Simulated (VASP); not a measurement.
Given:

```
CELL_PARAMETERS angstrom
      0.00000     3.20030     3.20030
      3.20030     0.00000     3.20030
     12.82753    12.82753    -0.02633
ATOMIC_POSITIONS crystal
  Zn 0.99805 0.99805 0.00146
  Te 0.26504 0.26504 0.05122
  Te 0.25343 0.25343 0.30993
  Te 0.24383 0.24383 0.56713
  Te 0.23471 0.23471 0.82396
  Hg 0.01173 0.01173 0.24120
  Hg 0.00105 0.00105 0.49921
  Hg 0.99215 0.99215 0.75589
```

Level of theory: PBEsol GGA, VASP's PBE PAW potentials (set 64) (plane waves; VASP 6.6.1). Run with 400 eV cut-off, 9×9×3 Γ-centred mesh, tetrahedra with Blöchl corrections, potentials Zn Te Hg.

The cores are frozen, which limits the accuracy of field gradients.

### Question
Give the principal components of the electric field gradient (V/Å²) and the asymmetry η at each nucleus.

### Answer

```
atom    Vxx    Vyy    Vzz     η
----  -----  -----  -----  ----
Zn1     3.7    3.7   -7.3  0.00
Te2    -4.6   -4.6    9.1  0.00
Te3   -24.0  -24.0   48.1  0.00
Te4   -21.7  -21.7   43.4  0.00
Te5    19.1   19.1  -38.2  0.00
Hg6     7.4    7.4  -14.8  0.00
Hg7     1.7    1.7   -3.4  0.00
Hg8     3.8    3.8   -7.5  0.00
```

The structure was generated: Hg3ZnTe4 was put into an ordered model structure (R3m), which need not be its known phase. It was relaxed first.
